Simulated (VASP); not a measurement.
Input:

```yaml
crystal:
  lattice:
    - [-1.88921, 1.88921, 4.90920]
    - [1.88921, -1.88921, 4.90920]
    - [1.88921, 1.88921, -4.90920]
  atoms:
    - { symbol: La, position: [0.00000, 0.00000, 0.00000] }
    - { symbol: Ni, position: [0.75000, 0.25000, 0.50000] }
    - { symbol: Ni, position: [0.25000, 0.75000, 0.50000] }
    - { symbol: B, position: [0.34813, 0.34813, 0.00000] }
    - { symbol: B, position: [0.65187, 0.65187, 0.00000] }
    - { symbol: C, position: [0.50000, 0.50000, 0.00000] }
```

Level of theory: LDA (Ceperley-Alder, Perdew-Zunger), VASP's LDA PAW potentials (set 64) (plane waves; VASP). Numerical set-up: 400 eV cut-off, 8×8×8 Γ-centred mesh, Fermi-Dirac smearing of 0.10 eV, potentials La Ni B C.

At this cut-off the stress carries a Pulay error, which pulls relaxed volumes low.

Question: Give the stress tensor in GPa (positive for a compressed cell).

Answer: 
```
-9.09   0.00   0.00
 0.00  -9.09   0.00
 0.00   0.00  -9.06
```
The pressure is its mean diagonal, -9.08 GPa.

The structure comes from a computed database's LaNi2B2C entry (I4/mmm); how it stands against other phases isn't given here. The cell was not relaxed at this level. The run is not spin-polarised, so no magnetic state was tried. The electron count is odd and the run is not spin-polarised, which forces a metal.
